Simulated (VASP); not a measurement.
Given:

```
CELL_PARAMETERS angstrom
      1.76419    -3.05566     0.00000
      1.76419     3.05566     0.00000
      0.00000     0.00000     6.03085
ATOMIC_POSITIONS crystal
  Ti 0.00000 0.00000 0.00000
  Se 0.33333 0.66667 0.25596
  Se 0.66667 0.33333 0.74404
```

The numbers are results of PBE GGA with D3 dispersion (zero damping), VASP's PBE PAW potentials (set 64) (plane waves; VASP 6.6.1), not measurements. Numerical set-up: 520 eV cut-off, 11×11×6 Γ-centred mesh, tetrahedra with Blöchl corrections, potentials Ti_sv Se.

The cores are frozen, which limits the accuracy of field gradients.

Give the principal components of the electric field gradient (V/Å²) and the asymmetry η at each nucleus.

```json
[
 {"atom": "Ti1", "Vxx": "12.1", "Vyy": "12.1", "Vzz": "-24.3", "η": "0.00"},
 {"atom": "Se2", "Vxx": "14.4", "Vyy": "14.4", "Vzz": "-28.8", "η": "0.00"},
 {"atom": "Se3", "Vxx": "14.4", "Vyy": "14.4", "Vzz": "-28.8", "η": "0.00"}
]
```

The compound is TiSe2 in the 1T layered structure. It was relaxed first.
